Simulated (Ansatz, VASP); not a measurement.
## Cross-check of TlSe3F between VASP and Ansatz

One calculation is typed for both programs; each brings its own data sets. How far apart do they land? The cell is generated by rule, not measured, and may not be a known phase. The cell is taken from a series of runs on this material, whose earlier steps may have relaxed, scaled, displaced or heated it; both programs get it as it stands.

Calculated with Ansatz 0.2.0; plane waves, with VASP 6.6.1 beside it; relaxation of cell and atoms at PBEsol.

## 1. The starting structure

Symmetry: R3m, No. 160, trigonal system. Conventional cell: a = 6.845 Å, b = 6.845 Å, c = 8.814 Å, α = 90.00°, β = 90.00°, γ = 120.00°. Nearest to Tl lie 1 F at 2.39 Å. F has 1 Tl at 2.39 Å nearest. Nearest to Se lie 2 Se at 2.41 Å. Farther neighbours and most contacts between anions are not listed.

## 2. Ansatz: relaxation of cell and atoms, PBEsol, pair 1

Ansatz runs on its default PAW (the set named soft_2) files.

The relaxed volume is the usual yardstick between codes: in a stiff, nearly cubic crystal its relative difference is about their pressure difference at one cell divided by the bulk modulus.

input.yaml reads:

```yaml
crystal:
  lattice:
    - [3.4227170429, 1.9761048782, 2.9379569516]
    - [-3.4227170429, 1.9761048782, 2.9379569516]
    - [0.0, -3.9522149401, 2.9379534649]
  atoms:
    - { symbol: Tl, position: [-0.103940939, -0.103940939, -0.103940939] }
    - { symbol: F, position: [0.6252568646, 0.6252568646, 0.6252568646] }
    - { symbol: Se, position: [1.0372417073, 0.3895711886, 0.3895711886] }
    - { symbol: Se, position: [0.3895711886, 1.0372417073, 0.3895711886] }
    - { symbol: Se, position: [0.3895711886, 0.3895711886, 1.0372417073] }
kpoints:
  mp_grid: { grid: [6, 6, 6] }
hamiltonian:
  xc: pbesol
scf:
  occupations: { method: gaussian, width: 0.01 }
output:
  forces: true
  stress: true
  eigenvalues: true
relax:
  adjacent_minimum: "off"
  f_tol: 0.005
  max_steps: 80
  cell: { stress_tol: 0.05 }
```

On the command line:

```
$ ansatz run input.yaml --threads 8 --pin off --max-ram 14336MiB --backend cpu --events-out ev --progress --plain --runs-dir out
```

Numbers of over 12 decimals in the logs are rounded to 6 here.

Log:

```text
Engine: ansatz 0.2.0, x86_64-unknown-linux-gnu
Pseudopotentials: kind: paw
Pseudopotential: Tl, paw, valence charge 13, recommended cutoff 420 eV (normal), Tl.paw.azcp
Pseudopotential: F, paw, valence charge 7, recommended cutoff 420 eV (normal), F.paw.azcp
Pseudopotential: Se, paw, valence charge 16, recommended cutoff 420 eV (normal), Se.paw.azcp
Functional definition: PBEsol
  exchange = pbesol_x
  correlation = pbesol_c
Crystal: 5 atoms, lattice volume = 119.228 Å³
Basis set: ecut = 420 eV, 2325 PW (Γ), exchange–correlation on 72×72×72 points (8 copies of the dense FFT grid, shifted against one another)
Bands: 41, of which v1, the nominal top of the filled ones, is band 34 counted from 1 (33 counted from 0)
Symmetry: 6 space group operations
Space group: R3m (ITA 160), of the structure as read, at distance tolerance 4.9e-5 Å
k-points: 32 of 216 (time reversal used)
Non-local potential: Tl, projectors of the file, l = 0: 2, l = 1: 2, l = 2: 2, l = 3: 1
Non-local potential: F, projectors of the file, l = 0: 2, l = 1: 2, l = 2: 1
Non-local potential: Se, projectors of the file, l = 0: 2, l = 1: 2, l = 2: 3, l = 3: 1
PAW form: soft (Blöchl's): semilocal exchange-correlation on the pseudo side does not see the compensation charge
PAW frozen core: Tl, regenerated for the run's functional, and the local potential with it (the file was generated under x = pbe(κ = 0.804, μ = 0.219515), c = pbe(β = 0.066725))
PAW frozen core: F, regenerated for the run's functional, and the local potential with it (the file was generated under x = pbe(κ = 0.804, μ = 0.219515), c = pbe(β = 0.066725))
PAW frozen core: Se, regenerated for the run's functional, and the local potential with it (the file was generated under x = pbe(κ = 0.804, μ = 0.219515), c = pbe(β = 0.066725))
PAW one-centre angular grid: Tl, 590 points (default); XC on 64 Gauss nodes
PAW one-centre angular grid: F, 110 points (default); XC on 64 Gauss nodes
PAW one-centre angular grid: Se, 590 points (default); XC on 64 Gauss nodes
Initial density: superposition of atomic densities (neutral atoms: chi_scale 0, normalization atom), corrected by the library's trained network
Initial wavefunctions: pseudopotential atomic-orbital guess
Functional: x = pbesol(κ = 0.804, μ = 0.123457), c = pbesol(β = 0.046)
SCF iter   1: F=—  HF=-28367.596876 eV  |F-HF|=—  |Δ(HF+E_count)|=         —  Δρ=1.23e-2  dr2=1.62e-1  ethr=1.77e-3  ⟨swp⟩=6.3  Hψ=5278  notcnv=0
preconditioner: auto → Resta (q_TF=auto, 2.485 Å⁻¹)  ε∞=4.7  [insulator: Δε(μ)=0.332 eV  Ē_g=10.588 eV  σ=0.010 eV  W_gap=1.00  n_scr=26 (ndim 8)  ℏωp=20.4 eV  f_vac=0.037  D(μ)=0.00/eV (n_scr^D=0)  ε∞_Penn≈4.7]
SCF iter   2: F=—  HF=-28367.566798 eV  |F-HF|=—  |Δ(HF+E_count)|=   3.01e-2  Δρ=6.40e-3  dr2=3.38e-2  ethr=2.38e-4  ⟨swp⟩=2.0  Hψ=2368  notcnv=0  defer=32
SCF iter   3: F=—  HF=-28367.560436 eV  |F-HF|=—  |Δ(HF+E_count)|=   6.36e-3  Δρ=2.12e-3  dr2=7.15e-3  ethr=4.97e-5  ⟨swp⟩=2.0  Hψ=2080  notcnv=0  defer=32
SCF iter   4: F=—  HF=-28367.558904 eV  |F-HF|=—  |Δ(HF+E_count)|=   1.53e-3  Δρ=4.74e-4  dr2=4.57e-4  ethr=1.05e-5  ⟨swp⟩=2.0  Hψ=2048  notcnv=0  defer=32
SCF iter   5: F=—  HF=-28367.558916 eV  |F-HF|=—  |Δ(HF+E_count)|=   1.22e-5  Δρ=1.44e-4  dr2=2.63e-5  ethr=6.72e-7  ⟨swp⟩=2.1  Hψ=2450  notcnv=0  defer=32
SCF iter   6: F=—  HF=-28367.558972 eV  |F-HF|=—  |Δ(HF+E_count)|=   5.64e-5  Δρ=4.51e-5  dr2=2.07e-6  ethr=3.87e-8  ⟨swp⟩=2.0  Hψ=2368  notcnv=0  defer=32
SCF iter   7: F=—  HF=-28367.558974 eV  |F-HF|=—  |Δ(HF+E_count)|=   1.49e-6  Δρ=9.95e-6  dr2=1.02e-7  ethr=3.04e-9  ⟨swp⟩=2.0  Hψ=2368  notcnv=0  defer=32
SCF iter   8: F=-28367.558974 eV  HF=-28367.558974 eV  |F-HF|=4.79e-9  |Δ(HF+E_count)|=   1.10e-7  Δρ=2.19e-6  dr2=5.89e-9  ethr=1.47e-10  ⟨swp⟩=8.6  Hψ=5085  notcnv=0
SCF 1 converged in 8 iterations: F = -28367.558974 eV  dr2 = 5.89e-9
  greatest PAW one-centre occupation: 1.000 electrons in one spin orbital (limit 2), on the Se atom at site 4 (counted from 0), in its partial waves of l = 2
relax step   1: F+E_penalty+E_count = -28367.55897377 eV  Δ(F+E_penalty+E_count) = +0.000e0 eV  max|allowed force component| = 1.525e-2 eV/Å  Δτ_max = 0.0000 Å  P = +0.267 GPa  Ω = 119.228 Å³  (8 SCF iters, dr2 threshold 1.00e-7 eV, accepted)
[...]
relax step   3: F+E_penalty+E_count = -28367.55921017 eV  Δ(F+E_penalty+E_count) = -6.060e-4 eV  max|allowed force component| = 7.469e-3 eV/Å  Δτ_max = 0.0106 Å  P = -0.022 GPa  Ω = 120.517 Å³  energy of the carried Pulay correction = -1.021e-3 eV  (6 SCF iters, dr2 threshold 6.05e-8 eV, accepted)
[...]
relax step   4: F+E_penalty+E_count = -28367.55926600 eV  Δ(F+E_penalty+E_count) = -5.583e-5 eV  max|allowed force component| = 1.612e-3 eV/Å  Δτ_max = 0.0013 Å  P = +0.002 GPa  Ω = 120.455 Å³  energy of the carried Pulay correction = -9.722e-4 eV  (6 SCF iters, dr2 threshold 3.49e-9 eV, accepted)
[...]
relax step   5: F+E_penalty+E_count = -28367.56033754 eV  Δ(F+E_penalty+E_count) = -1.072e-3 eV  max|allowed force component| = 1.535e-3 eV/Å  Δτ_max = 0.0000 Å  P = +0.017 GPa  Ω = 120.455 Å³  stress off target by 2.00e-2 GPa  SCF on the basis re-selected at this cell (its energy is not comparable with the rows above)  (7 SCF iters)
basis re-selected at this cell: Δ(F+E_penalty+E_count) = -1.072e-3 eV, ΔP = +0.015 GPa vs the last step (what re-selecting the basis moved, of the pressure what is left beyond the Pulay correction that the steps carried, after the strain that the cell walked since its last selection, with what the two solves' SCF thresholds leave and, on support functions, any second-order correction that the steps lacked; it is no m [...]
SCF converged after 7 iterations
Free energy (F): -28367.560338 eV
Harris-Foulkes:  -28367.560338 eV  (|F-HF|=3.64e-12)
Internal energy: -28367.560338 eV  (E = F + TS)
E sigma→0 (E₀):  -28367.560338 eV
Fermi energy:    7.401510 eV
--- Per-component energies (eV) ---
  E_band       = -1258.260218
  E_kinetic    = 888.059029
  E_local      = -9296.820465  (includes V_loc(G=0)·N_el)
  E_nonlocal   = -1379.936935
  E_hartree    = 4376.201264
  E_xc         = -614.947991
  E_vxc        = -534.231951  (∫ρ·V_xc dr)
  E_paw        = -15814.927969  (= ΣΔE_a)
  E_vpaw       = 312.267265  (= ΣTr[D̂ρ^β])
  E_aug_tail   = 0.000263  (compensation charges beyond the density's cutoff)
  E_ewald      = -6528.293593
  E_core_change = 3.106059  (= ΣΔE_core)
  E_smearing   = -0.000000  (= −TS)
  E_closure    = -0.000000  (closes the sum)
  Σ components = -28367.560338   (vs F -28367.560338, Δ=0.00e0)
--- Forces (eV/Å), atoms counted from 1 ---
  atom   1  Tl     0.00000000     0.00000000    -0.00153549
  atom   2  F      0.00000000    -0.00000000     0.00102794
  atom   3  Se     0.00082977     0.00047907     0.00016891
  atom   4  Se    -0.00082977     0.00047907     0.00016891
  atom   5  Se     0.00000000    -0.00095814     0.00016891
  max |Σ_I F_I| component: 8.23e-7 eV/Å
--- Stress (GPa, compression-positive) ---
        0.014977       0.000000      -0.000000
        0.000000       0.014977      -0.000000
       -0.000000      -0.000000       0.019973
  P = ⅓ Tr σ = 0.0166 GPa (0.166 kbar)
--- Band table (eV; the first three rows and the last of 32) ---
  k-point 0: bands = [... 30 lower, 4.1377, 5.1883, 5.9464, 5.9464, 7.6770, 9.1856, 9.1856, 12.3566, ... 3 higher]
  k-point 1: bands = [... 30 lower, 4.4933, 5.1311, 5.7917, 6.1329, 7.6731, 9.2365, 9.2384, 11.6034, ... 3 higher]
  k-point 2: bands = [... 30 lower, 4.6506, 5.2650, 5.5646, 6.5015, 7.5940, 9.2585, 9.3142, 10.6969, ... 3 higher]
  k-point 31: bands = [... 30 lower, 4.3928, 4.9343, 7.2642, 7.2642, 8.7462, 9.4014, 9.4014, 11.6065, ... 3 higher]
--- Relaxed structure (4 steps of the walk, 4 accepted, 1 SCFs on fresh bases) ---
  F+E_penalty+E_count = -28367.56033754 eV   max|allowed force component| = 1.535e-3 eV/Å   (the final SCF, on the basis selected at the relaxed cell)
  cell:  # Å, volume = 120.4550 Å³
    - [3.427999, 1.979154, 2.959055]
    - [-3.427999, 1.979154, 2.959055]
    - [0, -3.958314, 2.959052]
  atoms:
    - { symbol: Tl, position: [-0.104236, -0.104236, -0.104236] }
    - { symbol: F, position: [0.626849, 0.626849, 0.626849] }
    - { symbol: Se, position: [1.037113, 0.388987, 0.388987] }
    - { symbol: Se, position: [0.388987, 1.037113, 0.388987] }
    - { symbol: Se, position: [0.388987, 0.388987, 1.037113] }
```

The column dr2 measures how far the density is from self-consistency, as an energy; F and HF (Harris–Foulkes) agree once it is small.

## 3. VASP: relaxation of cell and atoms, PBEsol, pair 1

The same cell, functional, mesh and smearing now go to VASP, with its own data sets.

Lines of VASP's logs that name or quote its potential files are left out, and so is its time.

INCAR reads:

```
SYSTEM = TlSe3F
PREC = Accurate
ENCUT = 600
EDIFF = 1E-07
NELM = 120
ISMEAR = 0
SIGMA = 0.01
LREAL = .FALSE.
ALGO = Normal
GGA = PS
NBANDS = 25
LORBIT = 11
LWAVE = .FALSE.
LCHARG = .FALSE.
ISIF = 3
IBRION = 2
NSW = 80
EDIFFG = -0.005
LASPH = .TRUE.
GGA_COMPAT = .FALSE.
NELMIN = 4
EFERMI = MIDGAP
KPAR = 2
```

POSCAR reads:

```
TlSe3F
1.0
    3.4227170000      1.9761050000      2.9379570000
   -3.4227170000      1.9761050000      2.9379570000
    0.0000000000     -3.9522150000      2.9379530000
Tl F Se
1 1 3
Direct
    0.8960590575      0.8960590575      0.8960589360
    0.6252568928      0.6252568928      0.6252568608
    0.0372417477      0.3895711983      0.3895712143
    0.3895711983      0.0372417477      0.3895712143
    0.3895712882      0.3895712882      0.0372417849
```

KPOINTS reads:

```
Automatic mesh
0
Gamma
6 6 6
0 0 0
```

PAW data sets: Tl_d, F and Se (PBE family, release 64).

On the command line:

```
$ mpirun -np 2 vasp_std
```

Log:

```text
[banner, memory and clock lines left out]
running    2 mpi-ranks, on    1 nodes
 distrk:  each k-point on    1 cores,    2 groups
 distr:  one band on    1 cores,    1 groups

 POSCAR found type information on POSCAR TlF Se
 POSCAR found :  3 types and       5 ions
|                                                                             |
|               ----> ADVICE to this user running VASP <----                  |
|                                                                             |
|     You enforced a specific xc type in the INCAR file but a different       |
|     [... a line on the potential file left out ...]
|     I HOPE YOU KNOW WHAT YOU ARE DOING!                                     |
|                                                                             |

 LDA part: xc-table for (Slater+PW92), standard interpolation
 POSCAR, INCAR and KPOINTS ok, starting setup
 FFT: planning ... GRIDC
 FFT: planning ... GRID_SOFT
 FFT: planning ... GRID
 WAVECAR not read
 entering main loop
       N       E                     dE             d eps       ncg     rms          rms(c)
DAV:   1     0.237078536684E+03    0.23708E+03   -0.19540E+04  1600   0.151E+03
DAV:   2    -0.358973763264E+01   -0.24067E+03   -0.23535E+03  1971   0.286E+02
DAV:   3    -0.190426407795E+02   -0.15453E+02   -0.15366E+02  1902   0.710E+01
DAV:   4    -0.191763559870E+02   -0.13372E+00   -0.13356E+00  1706   0.724E+00
DAV:   5    -0.191774697968E+02   -0.11138E-02   -0.11134E-02  1845   0.677E-01    0.912E+00
DAV:   6    -0.179051068341E+02    0.12724E+01   -0.48686E+00  1757   0.185E+01    0.542E+00
DAV:   7    -0.178246156242E+02    0.80491E-01   -0.70389E-01  1634   0.586E+00    0.329E+00
DAV:   8    -0.177841713036E+02    0.40444E-01   -0.24394E-01  1667   0.295E+00    0.596E-01
DAV:   9    -0.177800267686E+02    0.41445E-02   -0.37041E-02  1642   0.143E+00    0.209E-01
DAV:  10    -0.177801621755E+02   -0.13541E-03   -0.71215E-03  1633   0.736E-01    0.104E-01
DAV:  11    -0.177800100767E+02    0.15210E-03   -0.80800E-04  1676   0.251E-01    0.301E-02
DAV:  12    -0.177800544422E+02   -0.44365E-04   -0.36301E-04  1645   0.117E-01    0.397E-02
DAV:  13    -0.177800295665E+02    0.24876E-04   -0.89907E-05  1722   0.836E-02    0.494E-03
DAV:  14    -0.177800311183E+02   -0.15518E-05   -0.12040E-05  1605   0.208E-02    0.347E-03
DAV:  15    -0.177800309252E+02    0.19315E-06   -0.74649E-07  1858   0.734E-03    0.113E-03
DAV:  16    -0.177800309444E+02   -0.19215E-07   -0.19548E-07  1162   0.244E-03
   1 F= -.17780031E+02 E0= -.17780031E+02  d E =-.177800E+02
[... from here on, the cycles between the ionic steps are left out ...]
   2 F= -.17780451E+02 E0= -.17780451E+02  d E =-.420180E-03
   3 F= -.17780737E+02 E0= -.17780737E+02  d E =-.706448E-03
   4 F= -.17781014E+02 E0= -.17781014E+02  d E =-.276112E-03
   5 F= -.17781054E+02 E0= -.17781054E+02  d E =-.317091E-03
   6 F= -.17781055E+02 E0= -.17781055E+02  d E =-.317806E-03
   7 F= -.17781134E+02 E0= -.17781134E+02  d E =-.784820E-04
   8 F= -.17781266E+02 E0= -.17781266E+02  d E =-.211145E-03
   9 F= -.17781277E+02 E0= -.17781277E+02  d E =-.221478E-03
  10 F= -.17781246E+02 E0= -.17781246E+02  d E =0.302535E-04
 trial-energy change:    0.000030  1 .order    0.000031   -0.000048    0.000110
 step:   0.5807(harm=  0.5653)  dis= 0.00042  next Energy=   -17.781284 (dE=-0.745E-05)
 bond charge predicted
       N       E                     dE             d eps       ncg     rms          rms(c)
DAV:   1    -0.177813779663E+02   -0.13154E-03   -0.10064E-02  1600   0.712E-01    0.758E-02
DAV:   2    -0.177813027613E+02    0.75205E-04   -0.51184E-04  1620   0.173E-01    0.270E-02
DAV:   3    -0.177812882439E+02    0.14517E-04   -0.49020E-05  1624   0.511E-02    0.148E-02
DAV:   4    -0.177812849250E+02    0.33189E-05   -0.94581E-06  1626   0.202E-02    0.853E-03
DAV:   5    -0.177812843003E+02    0.62472E-06   -0.19428E-06  1782   0.121E-02    0.333E-03
DAV:   6    -0.177812840515E+02    0.24878E-06   -0.56378E-07  1560   0.645E-03    0.770E-04
DAV:   7    -0.177812840096E+02    0.41932E-07   -0.14034E-07   992   0.224E-03
  11 F= -.17781284E+02 E0= -.17781284E+02  d E =-.733348E-05
 curvature:  -0.37 expect dE=-0.163E-05 dE for cont linesearch -0.257E-07
 trial: gam= 0.23573 g(F)=  0.124E-05 g(S)=  0.310E-05 ort =-0.152E-05 (trialstep = 0.161E+01)
 search vector abs. value=  0.551E-05
 reached required accuracy - stopping structural energy minimisation
```

Parts of OUTCAR (step 3):

```text
ion  position               nearest neighbor table
   1  0.896  0.896  0.896-   2 2.39
   2  0.625  0.625  0.625-   1 2.39
   3  0.037  0.390  0.390-   4 2.41   5 2.41
   4  0.390  0.037  0.390-   3 2.41   5 2.41
   5  0.390  0.390  0.037-   3 2.41   4 2.41

  LATTYP: Found a trigonal (rhomboedric) cell.
 ALAT       =     4.9245884332
 COS(alpha) =     0.0338777107

 Subroutine GETGRP returns: Found  6 space group operations
 (whereof  6 operations were pure point group operations)

The static configuration has the point symmetry C_3v.

 Found     32 irreducible k-points:

   k-points           NKPTS =     32   k-points in BZ     NKDIM =     32   number of bands    NBANDS=     25

   dimension x,y,z NGX =    40 NGY =   40 NGZ =   40
   dimension x,y,z NGXF=    80 NGYF=   80 NGZF=   80

   ENCUT  =  600.0 eV  44.10 Ry    6.64 a.u.   9.84  9.84  9.84*2*pi/ulx,y,z

   NELECT =      38.0000    total number of electrons

 k-points in reciprocal lattice and weights: Automatic mesh
   0.00000000  0.00000000  0.00000000       0.005
   0.16666667  0.00000000  0.00000000       0.028
   0.33333333  0.00000000  0.00000000       0.028
   0.50000000 -0.00000000  0.00000000       0.014
   0.16666667  0.16666667  0.00000000       0.028
   0.33333333  0.16666667  0.00000000       0.056
   0.50000000  0.16666667  0.00000000       0.056
  -0.33333333  0.16666667 -0.00000000       0.056
  -0.16666667  0.16666667  0.00000000       0.028
[...]
-0.33333333  0.50000000  0.33333333       0.028
   0.50000000  0.50000000  0.50000000       0.005

 average (electrostatic) potential at core
       1 -85.5155       2 -75.1901       3 -55.6043       4 -55.6043       5 -55.6043

 E-fermi :   3.4388

 k-point     1 :       0.0000    0.0000    0.0000
  band No.  band energies     occupation
    ...
     15       0.1785      2.00000
     16       0.1785      2.00000
     17       1.2286      2.00000
     18       1.9843      2.00000
     19       1.9843      2.00000
     20       3.7107      0.00000
     21       5.2255      0.00000
     22       5.2255      0.00000
     23       8.4005      0.00000
     24       8.4005      0.00000
    ...

 k-point     2 :       0.1667    0.0000    0.0000
  band No.  band energies     occupation
    ...
     15       0.1395      2.00000
     16       0.5438      2.00000
     17       1.1664      2.00000
     18       1.8267      2.00000
     19       2.1726      2.00000
     20       3.7054      0.00000
     21       5.2760      0.00000
     22       5.2788      0.00000
     23       7.6359      0.00000
     24       8.2537      0.00000
    ...

 k-point     3 :       0.3333    0.0000    0.0000
  band No.  band energies     occupation
    ...
     15       0.0403      2.00000
     16       0.7035      2.00000
     17       1.3007      2.00000
     18       1.5952      2.00000
     19       2.5407      2.00000
     20       3.6243      0.00000
     21       5.2945      0.00000
     22       5.3592      0.00000
     23       6.7330      0.00000
     24       7.7457      0.00000
    ...

  Total        0.0108688      0.0108688     -0.0092397      0.0000000      0.0000000      0.0000000
  in kB        0.1449114      0.1449114     -0.1231912      0.0000000      0.0000002      0.0000000
  external PRESSURE =       0.0555438 kB  Pullay stress =       0.0000000 kB

  energy-cutoff  :      600.00
  volume of cell :      120.17
      direct lattice vectors                 reciprocal lattice vectors
     3.423639602  1.976637653  2.959539104     0.146043409  0.084318122  0.112630249
    -3.423639602  1.976637653  2.959539104    -0.146043409  0.084318122  0.112630249
     0.000000000 -3.953280342  2.959535098     0.000000000 -0.168636472  0.112630105

 POSITION                                       TOTAL-FORCE (eV/Angst)
 -----------------------------------------------------------------------------------
      0.00000     -0.00000      7.95670         0.000000     -0.000000      0.000838
      0.00000     -0.00000      5.56017         0.000000     -0.000000      0.004108
     -1.20833     -0.69763      2.41289        -0.000057     -0.000033     -0.001649
      1.20833     -0.69763      2.41289         0.000057     -0.000033     -0.001649
      0.00000      1.39526      2.41289        -0.000000      0.000066     -0.001649
 -----------------------------------------------------------------------------------
    total drift:                                0.000000     -0.000600     -0.000267

  FREE ENERGIE OF THE ION-ELECTRON SYSTEM (eV)
  ---------------------------------------------------
  free  energy   TOTEN  =       -17.7812840096 eV

  energy  without entropy=      -17.7812840096  energy(sigma->0) =      -17.78128401

 reached required accuracy - stopping structural energy minimisation

 total charge
# of ion       s       p       d       tot
------------------------------------------
    1        1.266   0.171   9.675  11.112
    2        1.740   4.271   0.000   6.011
    3        1.525   2.120   0.058   3.703
    4        1.525   2.120   0.058   3.703
    5        1.525   2.120   0.058   3.703
--------------------------------------------------
tot          7.581  10.802   9.848  28.231

[... 3 further parts left out ...]
```

The run keeps the 6 symmetry operations of its start, so it cannot find a distortion of lower symmetry.

## 4. Comparison

Known differences besides the potentials themselves: the data sets hold 68 valence electrons in Ansatz (on its default PAW (the set named soft_2) files) and 38 in VASP; the cutoff is 420 eV in Ansatz and 600 eV in VASP; Ansatz makes its cores anew for this functional, VASP keeps those of its PBE data sets; Ansatz adds a Pulay correction to the stress that steers its cell, VASP none. Total energies have different zeros and are not compared.

Both answers:

| quantity | Ansatz | VASP | difference |
| --- | --- | --- | --- |
| volume (Å³) | 120.45 | 120.17 | +0.24 % |
| edge a after relaxation, in the typed setting (Å) | 4.942 | 4.938 | +0.08 % |

[end of part 1 of 2]

[Lines on the potential files, build, host, timing and source positions are cut from VASP's logs without a mark.]

[Logs are printed without paths, hosts, clocks, repeated set-up lines and the standing remarks that a program may print on its own settings, such as how far it seeks lower states.]

[Hosts, paths, dates, database ids (printed as entryN), source tags and the programs' standing remarks are cut or masked in the printed files.]
